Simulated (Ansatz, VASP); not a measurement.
**Cross-check of TiSO5 (TiSO5 (C2/c)) between VASP and Ansatz**

One calculation is typed for both programs; each brings its own data sets. How far apart do they land? Of the first pair: The structure shown is the start of the Ansatz relaxation below; VASP solves that cell, so the two are compared at the walk's first step.

Method: plane waves, with VASP 6.6.1 beside it; PBEsol, in Ansatz 0.2.0.

### 1. Set-up

The structure is monoclinic, space group C2/c (No. 15). The conventional cell has a = 5.131 Å, b = 13.758 Å, c = 9.463 Å, α = 90.00°, β = 90.31°, γ = 90.00°. Nearest to Ti lie 6 O at 1.78 to 2.14 Å. Ti has 6 O at 1.86 to 2.00 Å nearest. Nearest to S lie 4 O at 1.44 to 1.49 Å. Nearest to O lie 1 S at 1.47 Å and 1 Ti at 2.00 Å. O has 1 S at 1.48 Å and 1 Ti at 2.02 Å nearest. O has 1 S at 1.44 Å and 1 Ti at 2.14 Å nearest. Farther neighbours and most contacts between anions are not listed.

### 2. Ansatz: relaxation, PBEsol

Ansatz runs on its default PAW (the set named soft_2) files.

The two programs are compared at the cell with which this relaxation starts, whose forces are those of its first step.

input.yaml reads:

```yaml
crystal:
  lattice:
    - [2.565361, -6.8790894, 0.0]
    - [2.565361, 6.8790894, 0.0]
    - [-0.0507562, 0.0, 9.4624548]
  atoms:
    - { symbol: Ti, position: [0.58754264, 0.41245736, 0.25] }
    - { symbol: Ti, position: [0.41245736, 0.58754264, 0.75] }
    - { symbol: Ti, position: [0.5, 0.0, 0.5] }
    - { symbol: Ti, position: [0.0, 0.5, 0.0] }
    - { symbol: S, position: [0.14062151, 0.35652663, 0.4319146] }
    - { symbol: S, position: [0.64347337, 0.85937849, 0.0680854] }
    - { symbol: S, position: [0.85937849, 0.64347337, 0.5680854] }
    - { symbol: S, position: [0.35652663, 0.14062151, 0.9319146] }
    - { symbol: O, position: [0.85892175, 0.16209715, 0.08582413] }
    - { symbol: O, position: [0.83790285, 0.14107825, 0.41417587] }
    - { symbol: O, position: [0.14107825, 0.83790285, 0.91417587] }
    - { symbol: O, position: [0.16209715, 0.85892175, 0.58582413] }
    - { symbol: O, position: [0.7954604, 0.65725952, 0.42319916] }
    - { symbol: O, position: [0.34274048, 0.2045396, 0.07680084] }
    - { symbol: O, position: [0.2045396, 0.34274048, 0.57680084] }
    - { symbol: O, position: [0.65725952, 0.7954604, 0.92319916] }
    - { symbol: O, position: [0.24474789, 0.30791954, 0.32867412] }
    - { symbol: O, position: [0.69208046, 0.75525211, 0.17132588] }
    - { symbol: O, position: [0.75525211, 0.69208046, 0.67132588] }
    - { symbol: O, position: [0.30791954, 0.24474789, 0.82867412] }
    - { symbol: O, position: [0.87332339, 0.53224262, 0.15701739] }
    - { symbol: O, position: [0.46775738, 0.12667661, 0.34298261] }
    - { symbol: O, position: [0.12667661, 0.46775738, 0.84298261] }
    - { symbol: O, position: [0.53224262, 0.87332339, 0.65701739] }
    - { symbol: O, position: [0.26139402, 0.63149397, 0.40841951] }
    - { symbol: O, position: [0.36850603, 0.73860598, 0.09158049] }
    - { symbol: O, position: [0.73860598, 0.36850603, 0.59158049] }
    - { symbol: O, position: [0.63149397, 0.26139402, 0.90841951] }
basis:
  ecutwfc: 420
  xc_grid: 2
hamiltonian:
  xc: pbesol
kpoints:
  mp_grid: { grid: [6, 6, 3] }
scf:
  occupations: { method: fermi_dirac, width: 0.01 }
  max_iter: 150
output:
  forces: true
  stress: true
relax:
  f_tol: 0.01
  max_steps: 60
  cell: {}
checkpoint:
  write: "../pbesol.run"
  compress: false
  write_wavefunctions: false
  write_every: 100000
```

The run is started by

```
> ansatz run input.yaml --threads 4 --pin off --max-ram 6594MiB --backend cpu --events-out ev --progress --plain --runs-dir out
```

Numbers of over 12 decimals in the logs are rounded to 6 here.

Output:

```text
Engine: ansatz 0.2.0, x86_64-unknown-linux-gnu
Pseudopotentials: kind: paw
Pseudopotential: Ti, paw, valence charge 12, recommended cutoff 420 eV (normal), Ti.paw.azcp
Pseudopotential: S, paw, valence charge 6, recommended cutoff 420 eV (normal), S.paw.azcp
Pseudopotential: O, paw, valence charge 6, recommended cutoff 420 eV (normal), O.paw.azcp
Functional definition: PBEsol
  exchange = pbesol_x
  correlation = pbesol_c
Crystal: 28 atoms, lattice volume = 333.974 Å³
Basis set: ecut = 420 eV, 6511 PW (Γ), exchange–correlation on 100×100×128 points (8 copies of the dense FFT grid, shifted against one another)
Bands: 124, of which v1, the nominal top of the filled ones, is band 96 counted from 1 (95 counted from 0)
Symmetry: 4 space group operations
Space group: C2/c (ITA 15), of the structure as read, at distance tolerance 6.9e-5 Å
k-points: 34 of 108
Non-local potential: Ti, projectors of the file, l = 0: 3, l = 1: 2, l = 2: 3, l = 3: 1
Non-local potential: S, projectors of the file, l = 0: 2, l = 1: 2, l = 2: 2
Non-local potential: O, projectors of the file, l = 0: 2, l = 1: 2, l = 2: 1
PAW form: soft (Blöchl's): semilocal exchange-correlation on the pseudo side does not see the compensation charge
PAW frozen core: Ti, regenerated for the run's functional, and the local potential with it (the file was generated under x = pbe(κ = 0.804, μ = 0.219515), c = pbe(β = 0.066725))
PAW frozen core: S, regenerated for the run's functional, and the local potential with it (the file was generated under x = pbe(κ = 0.804, μ = 0.219515), c = pbe(β = 0.066725))
PAW frozen core: O, regenerated for the run's functional, and the local potential with it (the file was generated under x = pbe(κ = 0.804, μ = 0.219515), c = pbe(β = 0.066725))
PAW one-centre angular grid: Ti, 590 points (default); XC on 64 Gauss nodes
PAW one-centre angular grid: S, 110 points (default); XC on 64 Gauss nodes
PAW one-centre angular grid: O, 110 points (default); XC on 64 Gauss nodes
Initial density: superposition of atomic densities (neutral atoms: chi_scale 0, normalization atom), corrected by the library's trained network
Initial wavefunctions: pseudopotential atomic-orbital guess
Functional: x = pbesol(κ = 0.804, μ = 0.123457), c = pbesol(β = 0.046)
SCF iter   1: F=—  HF=-24660.810308 eV  |F-HF|=—  |Δ(HF+E_count)|=         —  Δρ=1.74e-2  dr2=9.01e-1  ethr=1.77e-3  ⟨swp⟩=5.0  Hψ=17077  notcnv=0  defer=365
preconditioner: auto → Resta (q_TF=auto, 2.488 Å⁻¹)  ε∞=4.8  [insulator: Δε(μ)=2.512 eV  Ē_g=13.176 eV  σ=0.010 eV  W_gap=1.00  n_scr=80 (ndim 8)  ℏωp=25.7 eV  f_vac=0.133  D(μ)=0.00/eV (n_scr^D=0)  ε∞_Penn≈4.8]
SCF iter   2: F=—  HF=-24660.681456 eV  |F-HF|=—  |Δ(HF+E_count)|=   1.29e-1  Δρ=1.07e-2  dr2=3.72e-1  ethr=4.69e-4  ⟨swp⟩=2.0  Hψ=7235  notcnv=0  defer=755
SCF iter   3: F=—  HF=-24660.626095 eV  |F-HF|=—  |Δ(HF+E_count)|=   5.54e-2  Δρ=2.41e-3  dr2=1.66e-2  ethr=1.94e-4  ⟨swp⟩=2.0  Hψ=5835  notcnv=0  defer=755
SCF iter   4: F=—  HF=-24660.628065 eV  |F-HF|=—  |Δ(HF+E_count)|=   1.97e-3  Δρ=9.01e-4  dr2=2.45e-3  ethr=8.64e-6  ⟨swp⟩=2.6  Hψ=6355  notcnv=0  defer=755
SCF iter   5: F=—  HF=-24660.628452 eV  |F-HF|=—  |Δ(HF+E_count)|=   3.87e-4  Δρ=3.69e-4  dr2=6.21e-4  ethr=1.28e-6  ⟨swp⟩=2.0  Hψ=5570  notcnv=0  defer=755
SCF iter   6: F=—  HF=-24660.628505 eV  |F-HF|=—  |Δ(HF+E_count)|=   5.26e-5  Δρ=1.58e-4  dr2=1.13e-4  ethr=3.24e-7  ⟨swp⟩=2.0  Hψ=5591  notcnv=0  defer=755
SCF iter   7: F=—  HF=-24660.628546 eV  |F-HF|=—  |Δ(HF+E_count)|=   4.13e-5  Δρ=6.31e-5  dr2=1.61e-5  ethr=5.91e-8  ⟨swp⟩=2.0  Hψ=5199  notcnv=0  defer=755
SCF iter   8: F=—  HF=-24660.628864 eV  |F-HF|=—  |Δ(HF+E_count)|=   3.18e-4  Δρ=2.11e-5  dr2=1.84e-6  ethr=8.38e-9  ⟨swp⟩=2.0  Hψ=6206  notcnv=0  defer=755
SCF iter   9: F=—  HF=-24660.628866 eV  |F-HF|=—  |Δ(HF+E_count)|=   1.53e-6  Δρ=1.47e-5  dr2=6.24e-7  ethr=9.61e-10  ⟨swp⟩=2.0  Hψ=6181  notcnv=0  defer=755
SCF iter  10: F=-24660.628866 eV  HF=-24660.628866 eV  |F-HF|=5.01e-8  |Δ(HF+E_count)|=   4.79e-8  Δρ=4.62e-6  dr2=6.82e-8  ethr=5.21e-11  ⟨swp⟩=3.0  Hψ=14121  notcnv=0
SCF 1 converged in 10 iterations: F = -24660.628866 eV  dr2 = 6.82e-8
  greatest PAW one-centre occupation: 0.999 electrons in one spin orbital (limit 2), on the Ti atom at site 2 (counted from 0), in its partial waves of l = 0
relax step   1: F+E_penalty+E_count = -24660.62886574 eV  Δ(F+E_penalty+E_count) = +0.000e0 eV  max|allowed force component| = 7.304e-1 eV/Å  Δτ_max = 0.0000 Å  P = +2.258 GPa  Ω = 333.974 Å³  (10 SCF iters, dr2 threshold 1.00e-7 eV, accepted)
[...]
relax step  11: F+E_penalty+E_count = -24660.73253826 eV  Δ(F+E_penalty+E_count) = -1.905e-4 eV  max|allowed force component| = 1.775e-3 eV/Å  Δτ_max = 0.0009 Å  P = -0.002 GPa  Ω = 339.990 Å³  energy of the carried Pulay correction = -4.967e-3 eV  (7 SCF iters, dr2 threshold 7.93e-9 eV, accepted)
[...]
relax step  12: F+E_penalty+E_count = -24660.73745050 eV  Δ(F+E_penalty+E_count) = -4.912e-3 eV  max|allowed force component| = 1.784e-3 eV/Å  Δτ_max = 0.0000 Å  P = +0.010 GPa  Ω = 339.990 Å³  stress off target by 3.57e-2 GPa  SCF on the basis re-selected at this cell (its energy is not comparable with the rows above)  (6 SCF iters)
basis re-selected at this cell: Δ(F+E_penalty+E_count) = -4.912e-3 eV, ΔP = +0.012 GPa vs the last step (what re-selecting the basis moved, of the pressure what is left beyond the Pulay correction that the steps carried, after the strain that the cell walked since its last selection, with what the two solves' SCF thresholds leave and, on support functions, any second-order correction that the steps lacked; it is no m [...]
SCF converged after 6 iterations
Free energy (F): -24660.737451 eV
Harris-Foulkes:  -24660.737451 eV  (|F-HF|=4.37e-11)
Internal energy: -24660.737451 eV  (E = F + TS)
E sigma→0 (E₀):  -24660.737451 eV
Fermi energy:    5.494484 eV
--- Per-component energies (eV) ---
  E_band       = -1613.360578
  E_kinetic    = 5074.583145
  E_local      = -14468.848770  (includes V_loc(G=0)·N_el)
  E_nonlocal   = 1089.197748
  E_hartree    = 5406.613629
  E_xc         = -2230.107964
  E_vxc        = -2708.154021  (∫ρ·V_xc dr)
  E_paw        = -9474.011857  (= ΣΔE_a)
  E_vpaw       = -1413.416188  (= ΣTr[D̂ρ^β])
  E_aug_tail   = 0.049677  (compensation charges beyond the density's cutoff)
  E_ewald      = -10059.724151
  E_core_change = 1.511093  (= ΣΔE_core)
  E_smearing   = -0.000000  (= −TS)
  E_closure    = -0.000000  (closes the sum)
  Σ components = -24660.737451   (vs F -24660.737451, Δ=0.00e0)
--- Forces (eV/Å), atoms counted from 1 ---
  atom   1  Ti     0.00000000    -0.00178398    -0.00000000
  atom   2  Ti     0.00000000     0.00178398     0.00000000
  atom   3  Ti     0.00000000     0.00000000     0.00000000
  atom   4  Ti     0.00000000     0.00000000     0.00000000
  atom   5  S      0.00127872    -0.00136216     0.00091456
  atom   6  S     -0.00127872    -0.00136216    -0.00091456
  atom   7  S     -0.00127872     0.00136216    -0.00091456
  atom   8  S      0.00127872     0.00136216     0.00091456
  atom   9  O      0.00037957     0.00011734     0.00009837
  atom  10  O     -0.00037957     0.00011734    -0.00009837
  atom  11  O     -0.00037957    -0.00011734    -0.00009837
  atom  12  O      0.00037957    -0.00011734     0.00009837
  atom  13  O      0.00035517    -0.00065299     0.00147315
  atom  14  O     -0.00035517    -0.00065299    -0.00147315
  atom  15  O     -0.00035517     0.00065299    -0.00147315
  atom  16  O      0.00035517     0.00065299     0.00147315
  atom  17  O     -0.00031573     0.00082569    -0.00010030
  atom  18  O      0.00031573     0.00082569     0.00010030
  atom  19  O      0.00031573    -0.00082569     0.00010030
  atom  20  O     -0.00031573    -0.00082569    -0.00010030
  atom  21  O      0.00038509     0.00030269    -0.00070074
  atom  22  O     -0.00038509     0.00030269     0.00070074
  atom  23  O     -0.00038509    -0.00030269     0.00070074
  atom  24  O      0.00038509    -0.00030269    -0.00070074
  atom  25  O     -0.00064486     0.00003260     0.00001622
  atom  26  O      0.00064486     0.00003260    -0.00001622
  atom  27  O      0.00064486    -0.00003260    -0.00001622
  atom  28  O     -0.00064486    -0.00003260     0.00001622
  max |Σ_I F_I| component: 6.51e-19 eV/Å
--- Stress (GPa, compression-positive) ---
        0.011215      -0.000000       0.023474
       -0.000000       0.006104       0.000000
        0.023474       0.000000       0.013174
  P = ⅓ Tr σ = 0.0102 GPa (0.102 kbar)
--- Relaxed structure (10 steps of the walk, 10 accepted, 2 SCFs on fresh bases) ---
  F+E_penalty+E_count = -24660.73745050 eV   max|allowed force component| = 1.784e-3 eV/Å   (the final SCF, on the basis selected at the relaxed cell)
  cell:  # Å, volume = 339.9895 Å³
    - [2.582875, -6.912529, 0.023452]
    - [2.582875, 6.912529, 0.023452]
    - [0.035401, -1.1673088886433309e-17, 9.521599]
  atoms:
    - { symbol: Ti, position: [0.588624, 0.411376, 0.25] }
    - { symbol: Ti, position: [0.411376, 0.588624, 0.750000] }
    - { symbol: Ti, position: [0.5, 4.119968255444917e-17, 0.500000] }
    - { symbol: Ti, position: [1.00847742700097e-17, 0.5, 2.168404344971009e-19] }
    - { symbol: S, position: [0.145336, 0.362058, 0.435247] }
    - { symbol: S, position: [0.637942, 0.854664, 0.064753] }
    - { symbol: S, position: [0.854664, 0.637942, 0.564753] }
    - { symbol: S, position: [0.362058, 0.145336, 0.935247] }
    - { symbol: O, position: [0.850149, 0.157079, 0.083565] }
    - { symbol: O, position: [0.842921, 0.149851, 0.416435] }
    - { symbol: O, position: [0.149851, 0.842921, 0.916435] }
    - { symbol: O, position: [0.157079, 0.850149, 0.583565] }
    - { symbol: O, position: [0.797828, 0.655683, 0.418561] }
    - { symbol: O, position: [0.344317, 0.202172, 0.081439] }
    - { symbol: O, position: [0.202172, 0.344317, 0.581439] }
    - { symbol: O, position: [0.655683, 0.797828, 0.918561] }
    - { symbol: O, position: [0.250148, 0.310947, 0.333245] }
    - { symbol: O, position: [0.689053, 0.749852, 0.166755] }
    - { symbol: O, position: [0.749852, 0.689053, 0.666755] }
    - { symbol: O, position: [0.310947, 0.250148, 0.833245] }
    - { symbol: O, position: [0.869368, 0.527501, 0.155515] }
    - { symbol: O, position: [0.472499, 0.130632, 0.344485] }
    - { symbol: O, position: [0.130632, 0.472499, 0.844485] }
    - { symbol: O, position: [0.527501, 0.869368, 0.655515] }
    - { symbol: O, position: [0.271865, 0.640209, 0.408938] }
    - { symbol: O, position: [0.359791, 0.728135, 0.091062] }
    - { symbol: O, position: [0.728135, 0.359791, 0.591062] }
    - { symbol: O, position: [0.640209, 0.271865, 0.908938] }
```

(Part 1 of 3 ends here.)

[Lines on the potential files, build, host, timing and source positions are cut from VASP's logs without a mark.]

[Logs are printed without paths, hosts, clocks, repeated set-up lines and the standing remarks that a program may print on its own settings, such as how far it seeks lower states.]

[Hosts, paths, dates, database ids (printed as entryN), source tags and the programs' standing remarks are cut or masked in the printed files.]
